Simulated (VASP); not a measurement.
Consider the following.

```
PbS
1.0
    0.00000     2.86276     2.86276
    2.86276     0.00000     2.86276
    2.86276     2.86276     0.00000
Pb S
1 1
Cartesian
  0.00000   0.00000   0.00000
  2.86276   2.86276   2.86276
```

Calculation: LDA (Ceperley-Alder, Perdew-Zunger), VASP's LDA PAW potentials (set 64) (plane waves; VASP). Settings: 520 eV cut-off, 8×8×8 Γ-centred mesh, Gaussian smearing of 0.050 eV, potentials Pb_d S.

### Question
Give the stress tensor in GPa (positive for a compressed cell).

### Answer

```
4.47  0.00  0.00
0.00  4.47  0.00
0.00  0.00  4.47
```
The pressure is its mean diagonal, 4.47 GPa.

The compound is PbS in the rock salt structure. This cell is one point of a volume scan, at 0.94 of the reference volume.
